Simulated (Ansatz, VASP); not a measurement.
# Cross-check of TaRu between VASP and Ansatz, part 2 of 2

One calculation is typed for both programs; each brings its own data sets. How far apart do they land? The cell is taken from a series of runs on this material, whose earlier steps may have relaxed, scaled, displaced or heated it; both programs get it as it stands.

VASP 6.6.1 and Ansatz 0.2.0.

So far. Step 3 (Ansatz: single point, PBEsol, pair 1): The run ends at a pressure of 0.06 GPa, with forces up to 0.19 eV/Å.

## Step 5: VASP: single point, PBEsol, pair 2

Level of this step: PBEsol; plane waves and PAW (Ta_pv, Ru_pv) (VASP).

With cell and atoms fixed, the geometry can't cause a difference; cores, projectors, grids and the points listed under the comparison can.

INCAR

```
SYSTEM = TaRu
PREC = Accurate
ENCUT = 500
EDIFF = 1E-06
NELM = 120
ISMEAR = 1
SIGMA = 0.2
LREAL = .FALSE.
ALGO = Normal
GGA = PS
NBANDS = 62
LASPH = .TRUE.
LORBIT = 11
LWAVE = .FALSE.
LCHARG = .FALSE.
ISIF = 2
GGA_COMPAT = .FALSE.
KPAR = 2
```

POSCAR

```
TaRu
1.0
   -3.1394054961      0.0000000000      0.0000000000
    0.0000000000      0.0000000000     -6.2788109923
    0.0000000000     -6.2788109923     -3.1394054961
Ta Ru
4 4
Direct
    0.5000000000      0.6217852878      0.2500000000
    0.5000000000      0.1282147122      0.2500000000
    0.5000000000      0.3717852878      0.7500000000
    0.5000000000      0.8782147122      0.7500000000
    0.0000000000      0.9936293671      0.0127412658
    0.0000000000      0.5063706329      0.9872587342
    0.0000000000      0.7500000000      0.5000000000
    0.0000000000      0.2500000000      0.5000000000
```

KPOINTS

```
Automatic mesh
0
Gamma
12 6 6
0 0 0
```

PAW data sets: Ta_pv and Ru_pv (PBE family, release 64).

Started as:

```sh
> mpirun -np 2 vasp_std
```

Numbers of over 12 decimals in the logs are rounded to 6 here.

The log of the run:

```text
[banner, memory and clock lines left out]
running    2 mpi-ranks, on    1 nodes
[...]
[... a notice as in an earlier step ...]

 LDA part: xc-table for (Slater+PW92), standard interpolation
 POSCAR, INCAR and KPOINTS ok, starting setup
[...]
entering main loop
       N       E                     dE             d eps       ncg     rms          rms(c)
DAV:   1     0.118320150061E+04    0.11832E+04   -0.55637E+04 11284   0.170E+03
DAV:   2    -0.402668319472E+02   -0.12235E+04   -0.11914E+04 11764   0.545E+02
DAV:   3    -0.962584297382E+02   -0.55992E+02   -0.53790E+02 13504   0.109E+02
DAV:   4    -0.979478836045E+02   -0.16895E+01   -0.16541E+01 13300   0.163E+01
[...]
DAV:  13    -0.929405195060E+02    0.70082E-04   -0.55494E-04 14122   0.103E-01    0.530E-02
DAV:  14    -0.929404992725E+02    0.20234E-04   -0.11005E-04 13350   0.507E-02    0.118E-02
DAV:  15    -0.929404990632E+02    0.20925E-06   -0.69485E-06 11180   0.129E-02
   1 F= -.92940499E+02 E0= -.92935573E+02  d E =-.147796E-01
```

OUTCAR, selected parts (step 5):

```text
  Total       -0.5262787      0.8783997      0.4208152      0.0000000     -0.0000000      0.0000000
  in kB       -6.8127768     11.3710494      5.4475314      0.0000000     -0.0000000      0.0000000
  external PRESSURE =       3.3352680 kB  Pullay stress =       0.0000000 kB

 POSITION                                       TOTAL-FORCE (eV/Angst)
 -----------------------------------------------------------------------------------
     -1.56970     -1.56970     -4.68892         0.000000     -0.014313      0.166980
     -1.56970     -1.56970     -1.58989         0.000000     -0.014313     -0.166980
     -1.56970     -4.70911     -4.68892         0.000000      0.014313      0.166980
     -1.56970     -4.70911     -7.86870         0.000000      0.014313     -0.166980
      0.00000     -0.08000     -6.27881         0.000000     -0.193099      0.000000
      0.00000     -6.19881     -6.27881         0.000000      0.193099     -0.000000
      0.00000     -3.13941     -6.27881         0.000000     -0.000000      0.000000
      0.00000     -3.13941     -3.13941         0.000000     -0.000000      0.000000
 -----------------------------------------------------------------------------------
    total drift:                               -0.000000      0.000000     -0.000000

  FREE ENERGIE OF THE ION-ELECTRON SYSTEM (eV)
  ---------------------------------------------------
  free  energy   TOTEN  =       -92.9404990632 eV

  energy  without entropy=      -92.9257194992  energy(sigma->0) =      -92.93557254

[... 2 parts as in an earlier step ...]

[... 1 further part left out ...]
[key lines of the parts left out:]
E-fermi :   9.7199
```

The run ends at a pressure of 0.33 GPa, with forces up to 0.19 eV/Å.

## Step 6: Ansatz: single point, PBEsol, pair 2

The same cell, functional, mesh and smearing now go to Ansatz, which takes its cutoff from its data sets.

The cell is taken from a series of runs on this material, whose earlier steps may have relaxed, scaled, displaced or heated it; both programs get it as it stands.

input.yaml

```yaml
crystal:
  lattice:
    - [-3.1394054961, 0.0, 0.0]
    - [0.0, 0.0, -6.2788109923]
    - [0.0, -6.2788109923, -3.1394054961]
  atoms:
    - { symbol: Ta, position: [0.5, 0.6217852878, 0.25] }
    - { symbol: Ta, position: [0.5, 0.1282147122, 0.25] }
    - { symbol: Ta, position: [0.5, 0.3717852878, 0.75] }
    - { symbol: Ta, position: [0.5, 0.8782147122, 0.75] }
    - { symbol: Ru, position: [0.0, -0.0063706329, 0.0127412658] }
    - { symbol: Ru, position: [0.0, 0.5063706329, -0.0127412658] }
    - { symbol: Ru, position: [0.0, 0.75, 0.5] }
    - { symbol: Ru, position: [0.0, 0.25, 0.5] }
kpoints:
  mp_grid: { grid: [12, 6, 6] }
hamiltonian:
  xc: pbesol
  pseudopotentials: { kind: paw, azcp: { folder: soft_1 }, xc_functional: pbe }
scf:
  occupations: { method: methfessel_paxton, width: 0.2 }
output:
  forces: true
  stress: true
  eigenvalues: true
```

Started as:

```sh
> ansatz run input.yaml --threads 4 --pin off --max-ram 10240MiB --backend cpu --events-out ev --progress --plain --runs-dir out
```

The log of the run:

```text
[...]
Crystal: 8 atoms, lattice volume = 123.766 Å³
Basis set: ecut = 420 eV, 2445 PW (Γ), exchange–correlation on 48×90×96 points (8 copies of the dense FFT grid, shifted against one another)
Bands: 70, of which v1, the nominal top of the filled ones, is band 58 counted from 1 (57 counted from 0)
Symmetry: 8 space group operations
[...]
k-points: 91 of 432
[...]
k-point 0: bands = [... 54 lower, 19.8067, 19.9927, 20.4366, 21.7385, 21.7808, 21.8386, 21.8416, 21.9197, ... 8 higher]
  k-point 1: bands = [... 54 lower, 19.8210, 20.3425, 20.9018, 21.0316, 21.7290, 21.8195, 22.0475, 22.0557, ... 8 higher]
  k-point 2: bands = [... 54 lower, 20.1789, 20.5729, 20.8475, 21.7606, 21.8546, 21.9469, 22.2466, 22.4440, ... 8 higher]
  k-point 90: bands = [... 54 lower, 20.3159, 20.4165, 21.6416, 21.7842, 21.8957, 21.9693, 22.0266, 22.0824, ... 8 higher]
[key lines of the parts left out:]
SCF converged after 9 iterations
Free energy (F): -62497.921611 eV
Fermi energy:    21.888773 eV
P = ⅓ Tr σ = 0.1215 GPa (1.215 kbar)
```

The run ends at a pressure of 0.12 GPa, with forces up to 0.20 eV/Å.

## Step 7: Side by side

What differs besides the data sets and the points named for the pairs above, as far as they apply: the data sets hold 116 valence electrons in Ansatz (on its PAW soft_1 files) and 100 in VASP. Total energies have different zeros and are not compared.

Both answers:

```tsv
quantity	Ansatz	VASP	difference
pressure (GPa)	0.12	0.33	-0.21
```

Forces (eV/Å; atoms numbered as in POSCAR):

```tsv
atom	Ansatz x, y, z	VASP x, y, z
Ta1	0.000, -0.015, 0.165	0.000, -0.014, 0.167
Ta2	0.000, -0.015, -0.165	0.000, -0.014, -0.167
Ta3	0.000, 0.015, 0.165	0.000, 0.014, 0.167
Ta4	0.000, 0.015, -0.165	0.000, 0.014, -0.167
Ru5	0.000, -0.195, 0.000	0.000, -0.193, 0.000
Ru6	0.000, 0.195, 0.000	0.000, 0.193, 0.000
Ru7	0.000, 0.000, 0.000	0.000, 0.000, 0.000
Ru8	0.000, 0.000, 0.000	0.000, 0.000, 0.000
```

The forces differ by 1.1 meV/Å r.m.s., which is 1.2 % of the r.m.s. force of 0.088 eV/Å (both taken over all components).

## Step 8: VASP: single point, PBEsol, pair 3

With cell and atoms fixed, the geometry can't cause a difference; cores, projectors, grids and the points listed under the comparison can.

INCAR is that of step 5.

POSCAR

```
TaRu
1.0
   -3.1394054961      0.0000000000      0.0000000000
    0.0000000000      0.0000000000     -6.2788109923
    0.0000000000     -6.2788109923     -3.1394054961
Ta Ru
4 4
Direct
    0.5000000000      0.6193742537      0.2500000000
    0.5000000000      0.1306257463      0.2500000000
    0.5000000000      0.3693742537      0.7500000000
    0.5000000000      0.8806257463      0.7500000000
    0.0000000000      0.9888513924      0.0222972152
    0.0000000000      0.5111486076      0.9777027848
    0.0000000000      0.7500000000      0.5000000000
    0.0000000000      0.2500000000      0.5000000000
```

KPOINTS is that of step 5.

Started as:

```sh
> mpirun -np 2 vasp_std
```

The log of the run:

```text
[... set-up lines as in an earlier step ...]
 entering main loop
       N       E                     dE             d eps       ncg     rms          rms(c)
DAV:   1     0.117980493244E+04    0.11798E+04   -0.55523E+04 11284   0.170E+03
DAV:   2    -0.402621077512E+02   -0.12201E+04   -0.11884E+04 11672   0.545E+02
DAV:   3    -0.962678515421E+02   -0.56006E+02   -0.53800E+02 13536   0.109E+02
DAV:   4    -0.979608695158E+02   -0.16930E+01   -0.16578E+01 13288   0.163E+01
[...]
DAV:  13    -0.929638289955E+02    0.41921E-04   -0.63946E-04 13876   0.113E-01    0.511E-02
DAV:  14    -0.929638059023E+02    0.23093E-04   -0.66983E-05 13474   0.440E-02    0.154E-02
DAV:  15    -0.929638068896E+02   -0.98724E-06   -0.62339E-06 11468   0.112E-02
   1 F= -.92963807E+02 E0= -.92961657E+02  d E =-.645067E-02
```

Parts of OUTCAR (step 8):

```text
  Total       -1.6236628      2.1543314      0.7774267      0.0000000     -0.0000000      0.0000000
  in kB      -21.0186190     27.8882237     10.0639339      0.0000000     -0.0000000      0.0000000
  external PRESSURE =       5.6445129 kB  Pullay stress =       0.0000000 kB

 POSITION                                       TOTAL-FORCE (eV/Angst)
 -----------------------------------------------------------------------------------
     -1.56970     -1.56970     -4.67379         0.000000     -0.049456      0.218982
     -1.56970     -1.56970     -1.60503         0.000000     -0.049456     -0.218982
     -1.56970     -4.70911     -4.67379         0.000000      0.049456      0.218982
     -1.56970     -4.70911     -7.88384         0.000000      0.049456     -0.218982
      0.00000     -0.14000     -6.27881         0.000000      0.040681     -0.000000
      0.00000     -6.13881     -6.27881         0.000000     -0.040681      0.000000
      0.00000     -3.13941     -6.27881         0.000000      0.000000      0.000000
      0.00000     -3.13941     -3.13941         0.000000      0.000000      0.000000
 -----------------------------------------------------------------------------------
    total drift:                               -0.000000     -0.000000     -0.000000

  FREE ENERGIE OF THE ION-ELECTRON SYSTEM (eV)
  ---------------------------------------------------
  free  energy   TOTEN  =       -92.9638068896 eV

  energy  without entropy=      -92.9573562241  energy(sigma->0) =      -92.96165667

[... 2 parts as in an earlier step ...]

[... 1 further part left out ...]
[key lines of the parts left out:]
E-fermi :   9.6711
```

The run ends at a pressure of 0.56 GPa, with forces up to 0.22 eV/Å.

## Step 9: Ansatz: single point, PBEsol, pair 3

The same cell, functional, mesh and smearing now go to Ansatz, which takes its cutoff from its data sets.

The cell is taken from a series of runs on this material, whose earlier steps may have relaxed, scaled, displaced or heated it; both programs get it as it stands.

input.yaml, the sections that differ from step 6:

```yaml
crystal:
  lattice:
    - [-3.1394054961, 0.0, 0.0]
    - [0.0, 0.0, -6.2788109923]
    - [0.0, -6.2788109923, -3.1394054961]
  atoms:
    - { symbol: Ta, position: [0.5, 0.6193742537, 0.25] }
    - { symbol: Ta, position: [0.5, 0.1306257463, 0.25] }
    - { symbol: Ta, position: [0.5, 0.3693742537, 0.75] }
    - { symbol: Ta, position: [0.5, 0.8806257463, 0.75] }
    - { symbol: Ru, position: [0.0, -0.0111486076, 0.0222972152] }
    - { symbol: Ru, position: [0.0, 0.5111486076, -0.0222972152] }
    - { symbol: Ru, position: [0.0, 0.75, 0.5] }
    - { symbol: Ru, position: [0.0, 0.25, 0.5] }
# kpoints, hamiltonian, scf, output: as in step 6
```

Started as:

```sh
> ansatz run input.yaml --threads 4 --pin off --max-ram 10240MiB --backend cpu --events-out ev --progress --plain --runs-dir out
```

The log of the run:

```text
[...]
Crystal: 8 atoms, lattice volume = 123.766 Å³
Basis set: ecut = 420 eV, 2445 PW (Γ), exchange–correlation on 48×90×96 points (8 copies of the dense FFT grid, shifted against one another)
Bands: 70, of which v1, the nominal top of the filled ones, is band 58 counted from 1 (57 counted from 0)
Symmetry: 8 space group operations
[...]
k-points: 91 of 432
[...]
k-point 0: bands = [... 54 lower, 19.7977, 20.2073, 20.4166, 21.6570, 21.7788, 21.8388, 21.8500, 21.9292, ... 8 higher]
  k-point 1: bands = [... 54 lower, 19.8309, 20.3232, 20.9350, 21.0770, 21.6566, 21.8060, 22.0471, 22.0742, ... 8 higher]
  k-point 2: bands = [... 54 lower, 20.2482, 20.5318, 20.8379, 21.6880, 21.8112, 21.9224, 22.3097, 22.4554, ... 8 higher]
  k-point 90: bands = [... 54 lower, 20.3260, 20.4221, 21.6017, 21.7536, 21.8114, 21.9001, 22.0119, 22.0759, ... 8 higher]
[key lines of the parts left out:]
SCF converged after 9 iterations
Free energy (F): -62497.945208 eV
Fermi energy:    21.839843 eV
P = ⅓ Tr σ = 0.3548 GPa (3.548 kbar)
```

The run ends at a pressure of 0.35 GPa, with forces up to 0.22 eV/Å.

## Step 10: Side by side

What differs besides the data sets and the points named for the pairs above, as far as they apply: the data sets hold 116 valence electrons in Ansatz (on its PAW soft_1 files) and 100 in VASP. Total energies have different zeros and are not compared.

The two programs side by side:

```tsv
quantity	Ansatz	VASP	difference
pressure (GPa)	0.35	0.56	-0.21
```

Forces (eV/Å; atoms numbered as in POSCAR):

```tsv
atom	Ansatz x, y, z	VASP x, y, z
Ta1	0.000, -0.050, 0.215	0.000, -0.049, 0.219
Ta2	0.000, -0.050, -0.215	0.000, -0.049, -0.219
Ta3	0.000, 0.050, 0.215	0.000, 0.049, 0.219
Ta4	0.000, 0.050, -0.215	0.000, 0.049, -0.219
Ru5	0.000, 0.035, 0.000	0.000, 0.041, 0.000
Ru6	0.000, -0.035, 0.000	0.000, -0.041, 0.000
Ru7	0.000, 0.000, 0.000	0.000, 0.000, 0.000
Ru8	0.000, 0.000, 0.000	0.000, 0.000, 0.000
```

The forces differ by 2.3 meV/Å r.m.s., which is 2.5 % of the r.m.s. force of 0.092 eV/Å (both taken over all components).

## Step 11: Outcome

| Quantity | Value |
| --- | --- |
| r.m.s. force difference (single point, PBEsol, pair 1) | 0.4 meV/Å |
| r.m.s. force difference (single point, PBEsol, pair 2) | 1.1 meV/Å |
| r.m.s. force difference (single point, PBEsol, pair 3) | 2.3 meV/Å |

**Reading.** The r.m.s. force difference is 2.3 meV/Å (single point, PBEsol, pair 3), within the 12 meV/Å picked in this series as the mark of a large difference. The data sets hold unlike numbers of valence electrons (116 in Ansatz and 100 in VASP), so part of the differences comes from the potentials. 5 further runs of this series are not shown here. How closely two codes agree says nothing of how well the functional describes the real material.

[Lines on the potential files, build, host, timing and source positions are cut from VASP's logs without a mark.]

[Logs are printed without paths, hosts, clocks, repeated set-up lines and the standing remarks that a program may print on its own settings, such as how far it seeks lower states.]

[Hosts, paths, dates, database ids (printed as entryN), source tags and the programs' standing remarks are cut or masked in the printed files.]
